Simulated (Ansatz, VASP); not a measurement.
# One calculation of SiAs3, two programs

```xyz
4
Lattice="3.7019 0.0000 0.0000 -1.8509 3.2059 0.0000 0.0000 0.0000 6.5459" Properties=species:S:1:pos:R:3 pbc="T T T"
Si    0.0000    0.0000    3.2729
As    0.0000    2.1373    4.7812
As    1.8509    1.0686    1.7646
As    0.0000    0.0000    0.0000
```

Alike in both runs: functional PBE; k mesh 6 × 6 × 4; occupations gaussian, width 0.1 eV; no spin polarisation.

Ansatz relaxed the structure, and its values are those at the end. VASP's run is a single point on that final structure, the one shown.

|  | VASP | Ansatz |
| --- | --- | --- |
| version | VASP 6.6.1 | Ansatz 0.2.0 |
| potentials or method | VASP PAW PBE potentials, release 64 (Si, As) | scalar-relativistic, plane waves, PAW |
| plane-wave cutoff (eV) | 520 | 420 |
| valence electrons in the cell | 19 | 49 |

|  | VASP | Ansatz | Ansatz less VASP |
| --- | --- | --- | --- |
| gap on the k mesh at the Fermi level (eV) | none | none | - |
| pressure (GPa) | 0.3 | 0.2 | -0.15 |
| rms of the force components (eV/Å) | 0.013 | 0.012 | -0.0012 |

A gap of «none» marks a metal or a gap that the smearing closes. The two sets of potentials don't hold the same shells in valence.
